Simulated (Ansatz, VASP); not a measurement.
## Ag3TeBr in VASP and in Ansatz

```
CELL_PARAMETERS angstrom
6.43430 0.00000 0.00000
0.00000 6.43430 0.00000
0.00000 0.00000 6.43430
ATOMIC_POSITIONS crystal
Br 0.00000 0.00000 0.00000
Te 0.50000 0.50000 0.50000
Ag 0.50000 0.50000 0.00000
Ag 0.50000 0.00000 0.50000
Ag 0.00000 0.50000 0.50000
```

Alike in both runs: task single point; functional PBE; k mesh 6 × 6 × 6; occupations gaussian, width 0.02 eV; no spin polarisation.

|  | VASP | Ansatz |
| --- | --- | --- |
| version | VASP 6.6.1 | Ansatz 0.2.0 |
| potentials or method | VASP PAW PBE potentials, release 64 (Br, Te, Ag) | scalar-relativistic, plane waves, PAW |
| plane-wave cutoff (eV) | 520 | 420 |
| valence electrons in the cell | 46 | 80 |

|  | VASP | Ansatz | Ansatz less VASP |
| --- | --- | --- | --- |
| gap on the k mesh at the Fermi level (eV) | 0.24 | 0.24 | +0.001 |
| least direct gap on the mesh (eV) | 0.28 | 0.28 | +0.001 |
| pressure (GPa) | -4.4 | -4.4 | +0.02 |

The two sets of potentials don't hold the same shells in valence.

Caveats: spin-orbit coupling is left out, which moves the levels of the heavy elements. A k mesh can miss the band edges. Expect the measured gap to be larger: semilocal functionals such as PBE lack the derivative discontinuity.
